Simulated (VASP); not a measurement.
A VASP calculation is set up with these files.

**INCAR**
```
# general
SYSTEM   =  CuCl
PREC     =  Accurate
ENCUT    =  500
LREAL    =  .FALSE.
LASPH    =  .TRUE.

# electronic loop
EDIFF    =  1E-6
NELM     =  100
ALGO     =  Normal
LMAXMIX  =  4

# smearing
ISMEAR   =  0
SIGMA    =  0.05

# ions
IBRION   =  2
NSW      =  40
ISIF     =  3
EDIFFG   =  -0.02
PSTRESS  =  300

# output
LWAVE    =  .FALSE.
LCHARG   =  .FALSE.
```

File KPOINTS:
```
K-points
0
Gamma
 9 9 9
0 0 0
```

File POSCAR:
```
CuCl
1.0
  0.0000000000   2.4154243179   2.4154243179
  2.4154243179   0.0000000000   2.4154243179
  2.4154243179   2.4154243179   0.0000000000
Cu Cl
1 1
Cart
  4.8308486358   4.8308486358   4.8308486358
  1.2077121589   1.2077121589   1.2077121589
```

POTCAR, in this order: Cu Cl (LDA.64 set). Program: vasp_std.

### Question
Write an equivalent input for Quantum ESPRESSO's pw.x.

### Answer
One equivalent input (not run):
```
&CONTROL
  calculation = 'vc-relax'
  pseudo_dir = './pseudo'
  outdir = './out'
  tprnfor = .true.
  tstress = .true.
  nstep = 40
  forc_conv_thr = 0.00078
/
&SYSTEM
  ibrav = 0
  nat = 2
  ntyp = 2
  ecutwfc = 92
  occupations = 'smearing'
  smearing = 'gaussian'
  degauss = 0.003675
  input_dft = 'pz'
/
&ELECTRONS
  conv_thr = 7.3e-08
  electron_maxstep = 100
/
&IONS
/
&CELL
  press = 300
/
ATOMIC_SPECIES
  Cu 63.546 Cu.upf
  Cl 35.450 Cl.upf
CELL_PARAMETERS angstrom
    -0.0000000    2.4154243    2.4154243
     2.4154243   -0.0000000    2.4154243
     2.4154243    2.4154243    0.0000000
ATOMIC_POSITIONS crystal
  Cu   1.0000000  1.0000000  1.0000000
  Cl   0.2500000  0.2500000  0.2500000
K_POINTS automatic
  9 9 9 0 0 0
```
Limits of the translation: the potentials are each code's own (VASP's PAW set, PseudoDojo norm-conserving files in pw.x), so ENCUT and ecutwfc are chosen apart and not converted; conv_thr bounds pw.x's estimated SCF error, while EDIFF bounds the energy change between steps; forc_conv_thr acts on force components and is met together with etot_conv_thr.

The compound is CuCl in the zinc blende structure. It was relaxed first under an external pressure of 30 GPa.
